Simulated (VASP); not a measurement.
FeSi (B20): the formation energy from VASP (plane waves, PAW) at several levels of theory. The references are the elements' solids at the same level; no temperature or zero-point terms are added.

| level | formation energy (eV/atom) |
|---|---|
| LDA | -0.727 |
| PBE | -0.515 |
| PBEsol | -0.645 |
| r2SCAN | -0.279 |

The cell of the LDA run:

```xyz
8
Lattice="4.3709 0.0000 0.0000 0.0000 4.3709 0.0000 0.0000 0.0000 4.3709" Properties=species:S:1:pos:R:3 pbc="T T T"
Fe     3.7713     2.7851     1.5858
Fe     1.5858     3.7713     2.7851
Fe     0.5997     0.5997     0.5997
Fe     2.7851     1.5858     3.7713
Si     0.6953     1.4901     2.8808
Si     2.8808     0.6953     1.4901
Si     3.6756     3.6756     3.6756
Si     1.4901     2.8808     0.6953
```

Only levels that ran to the end are used. Left out are those held back, those with too coarse a band path, GW runs whose mesh misses a band edge, hybrids' fits of cells that aren't cubic and levels without matching references; a question may draw on a part of the rest.
